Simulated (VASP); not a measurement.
These are modified Becke-Johnson potential (mBJ), VASP's PBE PAW potentials (set 64) (plane waves; VASP) values and carry that method's errors.

The input files of a VASP run:

### KPOINTS
```
Regular mesh
0
gamma
 4 2 4
0 0 0
```

### POSCAR
```
Cd4TeSe3
1
    4.4574877761     0.0000000000     0.0000000000
    0.0000000000     8.9135282995     0.0000000000
    0.0000000000     0.0000000000     6.2732522653
Cd Te Se
4 1 3
Direct
  0.0000000000   0.2379854640   0.0086423786
  0.0000000000   0.7620145360   0.0086423786
  0.5000000000   1.0000000000   0.5068986258
  0.5000000000   0.5000000000   0.4754782551
  0.0000000000   0.5000000000   0.7517119862
  0.5000000000   0.2427756405   0.2501999862
  0.5000000000   0.7572243595   0.2501999862
  0.0000000000   1.0000000000   0.7482364034
```

KPOINTS_OPT:
```
k-points along high-symmetry lines
5
Line-mode
Reciprocal
  0.000000   0.000000   0.000000 ! GAMMA
  0.500000   0.000000   0.000000 ! X

  0.500000   0.000000   0.000000 ! X
  0.500000   0.500000   0.000000 ! S

  0.500000   0.500000   0.000000 ! S
  0.000000   0.500000   0.000000 ! Y

  0.000000   0.500000   0.000000 ! Y
  0.000000   0.000000   0.000000 ! GAMMA

  0.000000   0.000000   0.000000 ! GAMMA
  0.000000   0.000000   0.500000 ! Z

  0.000000   0.000000   0.500000 ! Z
  0.500000   0.000000   0.500000 ! U

  0.500000   0.000000   0.500000 ! U
  0.500000   0.500000   0.500000 ! R

  0.500000   0.500000   0.500000 ! R
  0.000000   0.500000   0.500000 ! T

  0.000000   0.500000   0.500000 ! T
  0.000000   0.000000   0.500000 ! Z

  0.500000   0.000000   0.000000 ! X
  0.500000   0.000000   0.500000 ! U

  0.000000   0.500000   0.000000 ! Y
  0.000000   0.500000   0.500000 ! T

  0.500000   0.500000   0.000000 ! S
  0.500000   0.500000   0.500000 ! R
```

### INCAR
```
SYSTEM = Cd4TeSe3
PREC = Accurate
ENCUT = 400
EDIFF = 1E-6
NELM = 200
ALGO = Normal
LREAL = .FALSE.
LASPH = .TRUE.
ISMEAR = 0
SIGMA = 0.05
METAGGA = MBJ
LMIXTAU = .TRUE.
LMAXMIX = 4
LWAVE = .FALSE.
LCHARG = .FALSE.
ISIF = 0
```

POTCAR, in this order: Cd Te Se (PBE.64 set). Program: vasp_std. Read from the step before: WAVECAR.

The resulting files:

OSZICAR:
```
       N       E                     dE             d eps       ncg     rms          rms(c)
DAV:   1     0.177117474775E+04    0.17712E+04   -0.63322E+00  1548   0.188E+01    0.700E+00
DAV:   2     0.177057491841E+04   -0.59983E+00   -0.62635E+00  1548   0.154E+01    0.148E+01
DAV:   3     0.176925859684E+04   -0.13163E+01   -0.36069E-01  1757   0.363E+00    0.203E+01
DAV:   4     0.177146585950E+04    0.22073E+01   -0.36090E-01  1644   0.470E+00    0.124E+01
DAV:   5     0.177230906009E+04    0.84320E+00   -0.25508E+00  1638   0.440E+00    0.900E+00
DAV:   6     0.177436731947E+04    0.20583E+01   -0.66044E-01  1591   0.375E+00    0.311E+00
DAV:   7     0.177510650309E+04    0.73918E+00   -0.16025E-01  1554   0.161E+00    0.170E+00
DAV:   8     0.177543662739E+04    0.33012E+00   -0.17356E-02  1631   0.635E-01    0.955E-01
DAV:   9     0.177565250949E+04    0.21588E+00   -0.21324E-02  1592   0.614E-01    0.264E-01
DAV:  10     0.177568539782E+04    0.32888E-01   -0.16476E-02  1575   0.541E-01    0.177E-01
DAV:  11     0.177570570006E+04    0.20302E-01   -0.12433E-03  1660   0.173E-01    0.164E-01
DAV:  12     0.177571811622E+04    0.12416E-01   -0.13115E-04  1671   0.508E-02    0.108E-01
DAV:  13     0.177574226883E+04    0.24153E-01   -0.33970E-05  1674   0.304E-02    0.507E-02
DAV:  14     0.177576786191E+04    0.25593E-01   -0.37344E-05  1619   0.278E-02    0.126E-02
DAV:  15     0.177577046529E+04    0.26034E-02   -0.23450E-05  1676   0.317E-02    0.685E-03
DAV:  16     0.177577105128E+04    0.58599E-03   -0.32376E-06  1368   0.786E-03    0.850E-03
DAV:  17     0.177577229468E+04    0.12434E-02   -0.75823E-07  1053   0.405E-03    0.296E-03
DAV:  18     0.177577082966E+04   -0.14650E-02   -0.65644E-07  1034   0.496E-03    0.560E-03
DAV:  19     0.177577172309E+04    0.89342E-03   -0.30002E-07   876   0.403E-03    0.653E-04
DAV:  20     0.177577135015E+04   -0.37293E-03   -0.41759E-08   867   0.151E-03    0.216E-03
DAV:  21     0.177577151627E+04    0.16612E-03   -0.32672E-08   846   0.107E-03    0.122E-03
DAV:  22     0.177577191186E+04    0.39558E-03   -0.65041E-08   846   0.134E-03    0.415E-04
DAV:  23     0.177577199369E+04    0.81833E-04   -0.10494E-08   846   0.588E-04    0.513E-04
DAV:  24     0.177577185319E+04   -0.14050E-03   -0.32652E-09   846   0.397E-04    0.145E-04
DAV:  25     0.177577187032E+04    0.17134E-04   -0.21253E-09   846   0.279E-04    0.454E-05
DAV:  26     0.177577188912E+04    0.18802E-04   -0.55298E-10   846   0.996E-05    0.563E-05
DAV:  27     0.177577188464E+04   -0.44805E-05   -0.20422E-10   846   0.627E-05    0.414E-05
DAV:  28     0.177577188460E+04   -0.45725E-07   -0.56462E-11   843   0.350E-05
   1 F= 0.17757719E+04 E0= 0.17757719E+04  d E =-.235568E-11
       N       E                     dE             ncg
       N       E                     dE             ncg
       N       E                     dE             ncg
       N       E                     dE             ncg
```

OUTCAR:
```
------------------------ aborting loop because EDIFF is reached ----------------------------------------
  volume of cell :      249.25
      direct lattice vectors                 reciprocal lattice vectors
     4.457487776  0.000000000  0.000000000     0.224341614  0.000000000  0.000000000
     0.000000000  8.913528299  0.000000000     0.000000000  0.112189019  0.000000000
     0.000000000  0.000000000  6.273252265     0.000000000  0.000000000  0.159406948
 POSITION                                       TOTAL-FORCE (eV/Angst)
 -----------------------------------------------------------------------------------
      0.00000      2.12129      0.05422         0.000000      0.188144     -0.265229
      0.00000      6.79224      0.05422         0.000000     -0.188144     -0.265229
      2.22874      0.00000      3.17990         0.000000      0.000000     -0.140761
      2.22874      4.45676      2.98280         0.000000      0.000000      0.644600
      0.00000      4.45676      4.71568         0.000000      0.000000      0.017346
      2.22874      2.16399      1.56957         0.000000     -0.030661      0.005338
      2.22874      6.74954      1.56957         0.000000      0.030661      0.005338
      0.00000      0.00000      4.69388         0.000000      0.000000     -0.001404
 -----------------------------------------------------------------------------------
    total drift:                                0.000000      0.000000     -0.041203
  FREE ENERGIE OF THE ION-ELECTRON SYSTEM (eV)
  ---------------------------------------------------
  free  energy   TOTEN  =      1775.7718845963 eV

  energy  without entropy=     1775.7718845963  energy(sigma->0) =     1775.77188460

     CMBJ =    1.0000

     CMBJA=   -0.0120

     CMBJB=    1.0230

     CMBJE=    0.5000

    CMBJ =    1.2682
```
(Selected blocks of OUTCAR.)

**OUTCAR**
```
 val. band max:        1.3195251123   @ k =   0.0000   0.0000   0.0000

 cond. band min:       2.8801396873   @ k =   0.0000   0.0000   0.0000


 Fermi energy:         1.5427769859

 k-point     1 :       0.0000    0.0000    0.0000
  band No.  band energies     occupation
      1     -10.9181      2.00000
      2     -10.6986      2.00000
      3     -10.6647      2.00000
      4      -8.9486      2.00000
      5      -6.7110      2.00000
      6      -6.7087      2.00000
      7      -6.7069      2.00000
      8      -6.6232      2.00000
      9      -6.6172      2.00000
     10      -6.6169      2.00000
     11      -6.5966      2.00000
     12      -6.5240      2.00000
     13      -6.5235      2.00000
     14      -6.5120      2.00000
     15      -6.4126      2.00000
     16      -6.4103      2.00000
     17      -6.4095      2.00000
     18      -6.4081      2.00000
     19      -6.4078      2.00000
     20      -6.4018      2.00000
     21      -6.3619      2.00000
     22      -6.2153      2.00000
     23      -6.1911      2.00000
     24      -6.0324      2.00000
     25      -2.2989      2.00000
     26      -1.8788      2.00000
     27      -1.8321      2.00000
     28      -0.5324      2.00000
     29      -0.5126      2.00000
     30      -0.4560      2.00000
     31      -0.3959      2.00000
     32       0.3085      2.00000
     33       0.5849      2.00000
     34       1.1253      2.00000
     35       1.1481      2.00000
     36       1.3195      2.00000
     37       2.8801      0.00000
     38       5.0422      0.00000
     39       5.3073      0.00000
     40       5.3699      0.00000
     41       5.7254      0.00000
     42       7.2297      0.00000
     43       7.3675      0.00000

 k-point     2 :       0.2500    0.0000    0.0000
  band No.  band energies     occupation
      1     -10.8363      2.00000
      2     -10.6582      2.00000
      3     -10.6578      2.00000
      4      -8.8937      2.00000
      5      -6.6830      2.00000
...
```

mBJ is a potential without an energy functional, so only the levels count. Unless said otherwise, spin-orbit coupling is left out, though it shifts the bands of the heavy elements here.

The structure comes from a computed database's Cd4TeSe3 entry (Pmm2); how it stands against other phases isn't given here. It was relaxed first. The cell's shape comes from a PBE relaxation.
